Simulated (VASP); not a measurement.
# GaGe3: single point with PBE

GaGe3:

```xyz
4
Lattice="4.2785 0.0000 0.0000 0.0000 4.2785 0.0000 0.0000 0.0000 4.2785" Properties=species:S:1:pos:R:3 pbc="T T T"
Ga    0.0000    0.0000    0.0000
Ge    0.0000    2.1392    2.1392
Ge    2.1392    0.0000    2.1392
Ge    2.1392    2.1392    0.0000
```

The cell comes from a database or a generator and needn't be the stable form of this composition.

| Item | Value |
| --- | --- |
| Program | VASP 6.6.1 |
| Task | single point |
| Functional | PBE |
| Potentials or basis | VASP PAW PBE potentials, release 64 (Ga_d, Ge_d) |
| Cutoff | 520 eV |
| k mesh | 2 × 2 × 2 |
| Occupations | fermi-dirac, width 0.1 eV |
| Spin | no spin polarisation |

* Pressure: 5.7 GPa
* Band gap on the k mesh: none (metal or under the smearing width)

Levels at points of the mesh, in eV from the Fermi level:
```
           k point  band 25  band 26  band 27  band 28  band 29  band 30
(0.00, 0.00, 0.00)    -3.67    -3.67    -3.33     2.72     2.72     2.72
(0.50, 0.00, 0.00)    -1.78    -1.78    -1.26    -1.26     0.06     0.34
(0.50, 0.50, 0.00)    -0.56    -0.10    -0.10     0.22     0.35     0.35
(0.50, 0.50, 0.50)    -5.19    -4.82    -4.82    -4.82     6.79     6.79
```

Run time: 11 s on 1 thread of Intel(R) Xeon(R) Platinum 8488C (Sapphire Rapids) (shared host), peak memory 0.17 GiB.

Caveat: the k mesh is coarse (spacing up to 0.73 Å⁻¹), so the values aren't converged.
